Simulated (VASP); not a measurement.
Consider the following.

```yaml
crystal:
  lattice:
    - [1.83839, -3.18419, 0.00000]
    - [1.83839, 3.18419, 0.00000]
    - [0.00000, 0.00000, 11.73273]
  atoms:
    - { symbol: La, position: [0.00000, 0.00000, 0.50000] }
    - { symbol: La, position: [0.00000, 0.00000, 0.00000] }
    - { symbol: La, position: [0.33333, 0.66667, 0.25000] }
    - { symbol: La, position: [0.66667, 0.33333, 0.75000] }
```

Method: PBE GGA with D3 dispersion (zero damping), VASP's PBE PAW potentials (set 64) (plane waves; VASP 6.6.1). Settings: 520 eV cut-off, Gaussian smearing of 0.050 eV, potentials La.

### Question
Estimate the band gap (along the path) with the smallest direct gap where there is one.

### Answer

* **band gap (along the path)**: none (metal, semimetal or under 0.01 eV)

Only differences to runs with the same potentials and settings are physical.

The compound is La in the dhcp structure. It was relaxed first, which changed the volume by -8 %.
